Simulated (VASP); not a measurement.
Energy against volume of HfN (rock salt). Computed with RPBE GGA, VASP's PBE PAW potentials (set 64) (plane waves; VASP). Run with 520 eV cut-off, 14×14×14 Γ-centred mesh, first-order Methfessel-Paxton smearing of 0.10 eV, potentials Hf_pv N.

```tsv
V (Å³/atom)	E (eV/atom)
11.137	-10.34594
11.493	-10.37560
11.848	-10.38510
12.204	-10.37745
```

Fit these four points and predict the energy of the run at 12.559 Å³/atom.

A cubic in V^(−2/3), the third-order Birch-Murnaghan form, passes through the four points with V0 = 11.86 Å³/atom and B0 = 256 GPa, and gives -10.3552 eV/atom there. The run gave -10.3552 eV/atom, -0.0 meV/atom from the fit; all five points give B0 = 256 GPa.

The compound is HfN in the rock salt structure. It was relaxed first.
